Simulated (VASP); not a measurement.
The system is Mg2CdO3.

```
Mg Cd O
1.0
     5.20000   -2.98500    0.00000
     5.20000    2.98500    0.00000
     0.00000    0.00000    5.15000
Mg Cd O
4 2 6
Cartesian
  7.0158 -0.9259 0.0000
  3.3842 0.9259 2.5750
  7.0158 0.9259 2.5750
  3.3842 -0.9259 0.0000
  5.2000 1.9683 5.1186
  5.2000 -1.9683 2.5436
  6.7038 1.1480 4.6932
  3.6962 1.1480 4.6932
  5.2000 2.3074 1.7783
  6.7038 -1.1480 2.1182
  3.6962 -1.1480 2.1182
  5.2000 -2.3074 4.3533
```

The cell was built by a generator and needn't be a form met in nature.

- Program: VASP 6.6.1
- Task: relaxation of cell and atoms
- Functional: PBE
- Potentials or basis: VASP PAW PBE potentials, release 64 (Mg, Cd, O)
- Cutoff: 520 eV
- k mesh: 3 × 3 × 3
- Occupations: gaussian, width 0.15 eV
- Spin: no spin polarisation

At the start: pressure 39.3 GPa; volume 13.32 Å³/atom.

**Question.** How do energy, volume and symmetry change on relaxing?

**Answer.** Over 17 steps the energy falls by 1337.3 meV/atom and the volume is 13.54 Å³/atom (+1.7 %); space group Cmc2_1 (No. 36, to 0.05 Å).

The path:
```csv
step,energy change (eV),largest force (eV/Å),pressure (GPa),volume (Å³)
1,0.0000,13.9380,39.34,159.88
2,-7.7832,1.0674,-19.85,247.85
3,-12.2832,3.4231,-10.60,199.62
4,-12.3084,3.5667,-9.63,198.10
5,-12.3213,3.7945,-8.67,195.95
6,-14.9228,2.0033,-6.75,179.08
7,-15.8548,0.6494,-0.54,164.28
8,-15.8573,0.7034,-0.18,163.38
9,-16.0053,0.2936,0.73,161.50
10,-16.0071,0.2706,0.85,161.28
11,-16.0345,0.1399,-0.39,162.92
12,-16.0365,0.1418,-0.55,163.41
13,-16.0365,0.1441,-0.72,163.57
14,-16.0443,0.1280,-0.07,162.49
15,-16.0440,0.1403,0.32,162.21
16,-16.0442,0.1282,0.21,162.36
17,-16.0470,0.0641,0.11,162.53
```

Final structure:
```yaml
crystal:
  lattice:
    - [5.14283, -2.95933, 0.00000]
    - [5.14283, 2.95933, 0.00000]
    - [0.00000, 0.00000, 5.33965]
  atoms:
    - { symbol: Mg, position: [0.83474, 0.50636, 0.00310] }
    - { symbol: Mg, position: [0.16526, 0.49364, 0.50310] }
    - { symbol: Mg, position: [0.50636, 0.83474, 0.50310] }
    - { symbol: Mg, position: [0.49364, 0.16526, 0.00310] }
    - { symbol: Cd, position: [0.17467, 0.82533, 0.98794] }
    - { symbol: Cd, position: [0.82533, 0.17467, 0.48794] }
    - { symbol: O, position: [0.53219, 0.83328, 0.87529] }
    - { symbol: O, position: [0.16672, 0.46781, 0.87529] }
    - { symbol: O, position: [0.19688, 0.80312, 0.41708] }
    - { symbol: O, position: [0.83328, 0.53219, 0.37529] }
    - { symbol: O, position: [0.46781, 0.16672, 0.37529] }
    - { symbol: O, position: [0.80312, 0.19688, 0.91708] }
```
